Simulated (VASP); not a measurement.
Here is the system:

```yaml
crystal:
  lattice:
    - [0.00000, 3.10889, 3.10889]
    - [3.10889, 0.00000, 3.10889]
    - [3.10889, 3.10889, 0.00000]
  atoms:
    - { symbol: Ga, position: [0.00000, 0.00000, 0.00000] }
    - { symbol: Sb, position: [0.75000, 0.75000, 0.75000] }
```

These are PBE GGA, VASP's PBE PAW potentials (set 64) (plane waves; VASP) values and carry that method's errors. Settings: 480 eV cut-off, 9×9×9 Γ-centred mesh, first-order Methfessel-Paxton smearing of 0.10 eV, potentials Ga_d Sb.

Unless said otherwise, spin-orbit coupling is left out, though it shifts the bands of the heavy elements here.

Task: Predict the energy per atom (σ→0), band gap (on the k-mesh) with the smallest direct gap where there is one.

Result: 
```json
{
  "band gap (on the k-mesh)": "none (metal, semimetal or under 0.01 eV)",
  "energy per atom (σ→0)": "-3.685 eV/atom"
}
```

Total energies compare only between runs with the same potentials, cut-off and functional.

The compound is GaSb in the zinc blende structure. It was relaxed first, which changed the volume by +6 %. The start is the result of an earlier pass.
